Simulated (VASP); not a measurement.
Energy against volume of V (bcc). These are PBE GGA, VASP's PBE PAW potentials (set 64) (plane waves; VASP) values and carry that method's errors. Settings: 520 eV cut-off, 17×17×17 Γ-centred mesh, first-order Methfessel-Paxton smearing of 0.10 eV, potentials V_sv.

```tsv
V (Å³/atom)	E (eV/atom)
13.050	-8.98068
13.454	-8.98915
13.857	-8.98389
14.261	-8.96658
```

Problem. Fit these four points and predict the energy of the run at 12.647 Å³/atom.

Solution. A cubic in V^(−2/3), the third-order Birch-Murnaghan form, passes through the four points with V0 = 13.49 Å³/atom and B0 = 180 GPa, and gives -8.9565 eV/atom there. The run gave -8.9565 eV/atom, +0.1 meV/atom from the fit; all five points give B0 = 180 GPa.

The compound is V in the bcc structure. It was relaxed first. The run is not spin-polarised, so no magnetic state was tried.
